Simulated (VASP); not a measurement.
Input of a VASP 6.6.1 run:

The input INCAR:

```
SYSTEM = H14SO6
PREC = Accurate
ENCUT = 520
EDIFF = 1E-7
ISMEAR = -1
SIGMA = 0.05
LREAL = Auto
LASPH = .TRUE.
NELM = 100
ALGO = Normal
ISIF = 2
LWAVE = .FALSE.
LCHARG = .FALSE.
GGA = PE
NBANDS = 44
```

The input KPOINTS:

```
regular mesh
0
G
  1 1 1
  0 0 0
```

File POSCAR:

```
H14SO6
1.0
    6.2144650000      0.0000000000      0.0000000000
    0.0000000000      6.2144650000      0.0000000000
    0.0000000000      0.0000000000      6.2144650000
O H S
6 14 1
Direct
    0.9042773594      0.3295215276      0.7750144220
    0.8126845996      0.5875807491      0.1552667848
    0.2416459019      0.6568224296      0.7957402608
    0.3551391793      0.2366253571      0.8123305868
    0.2189569014      0.0242176921      0.4018044997
    0.4365943006      0.8752000373      0.0708508295
    0.8482307005      0.3740305883      0.9156701341
    0.8567109156      0.4519616733      0.6952328157
    0.6723346257      0.6653026447      0.1496347634
    0.9093300871      0.7044693308      0.1214102903
    0.1144748583      0.6711277640      0.7128369055
    0.2986741417      0.5137690855      0.7551092491
    0.4010803826      0.1450647803      0.6911294858
    0.2020769286      0.2365127167      0.7793430327
    0.1981988795      0.1567632934      0.3235033104
    0.3202206465     -0.0349346243      0.2996879056
    0.3950138910      1.0141339600      0.0091560577
    0.3678836392      0.7740006581     -0.0303646412
    0.9071416445      0.9107783212      0.4939121871
    0.8063284611      0.9939874148      0.7411901105
    0.7270456910      0.8479088707      0.5952885727
```

Potentials or basis: VASP PAW PBE potentials, release 64 (O, H, S).

Launch:

```sh
$ cat potpaw_PBE.64/O/POTCAR potpaw_PBE.64/H/POTCAR potpaw_PBE.64/S/POTCAR > POTCAR
$ mpirun -np 1 vasp_gam > vasp.out
```

What does it give for the pressure?

2.6 GPa.

Predict the band gap on the k mesh.

4.05 eV, direct.

Predict the largest force.

1.846 eV/Å.

Forces in eV/Å, atoms in the order of the input:
```
O    0.200 -0.705  0.758
O   -1.030  0.121  0.000
O    1.013 -0.810 -0.100
O    0.259 -0.577 -0.562
O   -0.574  0.827  0.640
O    0.678  0.194  0.773
H    0.212 -0.037  0.485
H   -0.359  0.798 -1.092
H    0.435 -0.324 -0.009
H    0.575  0.141 -0.125
H   -1.230  0.531 -0.612
H    0.156  0.220  0.413
H    0.390  0.118  0.067
H   -0.919  0.179  0.372
H   -0.670  0.778  0.233
H    0.884 -1.528 -0.538
H    0.383  0.399 -0.412
H   -0.440 -0.195 -0.218
H    0.213 -0.164 -0.753
H   -0.708 -0.326  0.053
S    0.533  0.360  0.625
```

A hybrid or GW would open this gap; PBE tends to underestimate it.
